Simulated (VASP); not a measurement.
Consider the following.

```
CELL_PARAMETERS angstrom
      0.00000     2.29000     2.29000
      2.29000     0.00000     2.29000
      2.29000     2.29000     0.00000
ATOMIC_POSITIONS crystal
  Zr 0.00000 0.00000 0.00000
  N  0.50000 0.50000 0.50000
```

Computed with PBE GGA, VASP's PBE PAW potentials (set 64) (plane waves; VASP 6.6.1). Settings: 400 eV cut-off, 12×12×12 Γ-centred mesh, Fermi-Dirac smearing of 0.10 eV, potentials Zr_sv N.

**Question.** Estimate the energy per atom (σ→0), band gap (on the k-mesh) with the smallest direct gap where there is one.

**Answer.** 
The band gap (on the k-mesh) is none (metal, semimetal or under 0.01 eV) and the energy per atom (σ→0) comes out as -10.188 eV/atom.

The structure is a typed ZrN crystal. The cell was not relaxed at this level. The electron count is odd and the run is not spin-polarised, which forces a metal.
